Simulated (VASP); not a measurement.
An input for Ansatz (written as the equivalent of a VASP run, and not itself run):

Ansatz 0.2 input:
```yaml
crystal:
  lattice:
    - [2.7804435, 0.0000000, 0.0000000]
    - [0.0000000, 2.7804435, 0.0000000]
    - [0.0000000, 0.0000000, 2.7804435]
  atoms:
    - { symbol: Ga, position: [0.5000000, 0.5000000, 0.5000000] }
    - { symbol: Co, position: [0.0000000, 0.0000000, 0.0000000] }
kpoints:
  mp_grid: { grid: [12, 12, 12] }
hamiltonian:
  xc: pbesol
  pseudopotentials: { kind: paw }
scf:
  occupations: { method: methfessel_paxton, width: 0.1 }
  max_iter: 100
relax:
  max_steps: 40
  f_tol: 0.01
  cell: { p_target: 15 }
output: { forces: true, stress: true, eigenvalues: true }
```

Q: Translate this input to VASP (INCAR, KPOINTS, POSCAR, choice of POTCAR).

A: Several could match; the one computed here: 
File KPOINTS:
```
Automatic mesh
0
Gamma
12 12 12
0 0 0
```

### INCAR
```
PREC  =  Accurate
LASPH  =  .TRUE.
LREAL  =  .FALSE.   ! projection in real space or not
EDIFFG  =  -0.01
LWAVE  =  .FALSE.
LCHARG  =  .FALSE.
PSTRESS  =  150   ! kbar
LMAXMIX  =  4   ! l cut-off of mixed one-centre charges
NSW  =  40
ISIF  =  3
SIGMA  =  0.1
ENCUT  =  480   ! plane-wave cut-off (eV)
ISMEAR  =  1   ! Methfessel-Paxton
GGA  =  PS   ! PBEsol
IBRION  =  2   ! conjugate gradients
SYSTEM  =  CoGa
EDIFF  =  1E-7   ! SCF stop (eV)
NELM  =  100
ALGO  =  Normal   ! blocked Davidson
```

**POSCAR**
```
CoGa
1
    2.7804435342     0.0000000000    -0.0000000000
    0.0000000000     2.7804435342    -0.0000000000
   -0.0000000000     0.0000000000     2.7804435342
Ga Co
1 1
Direct
  0.5000000000   0.5000000000   0.5000000000
  0.0000000000   0.0000000000   0.0000000000
```

POTCAR, in this order: Ga_d Co (PBE.64 set). Program: vasp_std.

The two are equivalent in intent, not identical: each code has its own PAW files, so the cut-off isn't converted (ENCUT is set for VASP's; basis.ecutwfc is left out, and Ansatz then takes the one that its files recommend); Ansatz stops its SCF on the density residual and VASP on the energy change (EDIFF).

The compound is CoGa in the CsCl type structure. It was relaxed first under an external pressure of 15 GPa.
